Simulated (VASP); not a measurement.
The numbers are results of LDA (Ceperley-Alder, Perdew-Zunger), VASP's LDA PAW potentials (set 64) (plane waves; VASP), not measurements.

Input for VASP

INCAR:
```
# general
SYSTEM   =  InP
PREC     =  Accurate
ENCUT    =  400
LREAL    =  .FALSE.   # projection in real space or not
LASPH    =  .TRUE.

# electronic loop
EDIFF    =  1E-8
NELM     =  100   # most electronic steps
ALGO     =  Normal
LMAXMIX  =  4

# smearing
ISMEAR   =  0   # Gaussian
SIGMA    =  0.05   # width (eV)

# ions
IBRION   =  1   # quasi-Newton
NSW      =  30   # most ionic steps
ISIF     =  2   # forces and stress, cell fixed
EDIFFG   =  -0.001

# output
LWAVE    =  .FALSE.
LCHARG   =  .FALSE.
```

File POSCAR:
```
InP
1.0
  0.0000000000   2.9138754655   2.9138754655
  2.9138754655   0.0000000000   2.9138754655
  2.9138754655   2.9138754655   0.0000000000
In P
1 1
direct
  0.0000000000   0.0000000000   0.0000000000
  0.2500000000   0.2500000000   0.2500000000
```

### KPOINTS
```
Automatic mesh
0
Gamma
7 7 7
0 0 0
```

POTCAR, in this order: In_d P (LDA.64 set). Program: vasp_std.

### Question
What will the output report for the number of irreducible k-points (NKPTS), largest plane-wave count, number of space-group operations, FFT grid (NGX, NGY, NGZ)?

### Answer

```
Quantity                                      Result
--------------------------------------  ------------
number of irreducible k-points (NKPTS)            20
largest plane-wave count                         911
number of space-group operations                  24
FFT grid (NGX, NGY, NGZ)                28 × 28 × 28
```

The compound is InP in the zinc blende structure. It was relaxed first. The start is the result of an earlier pass.
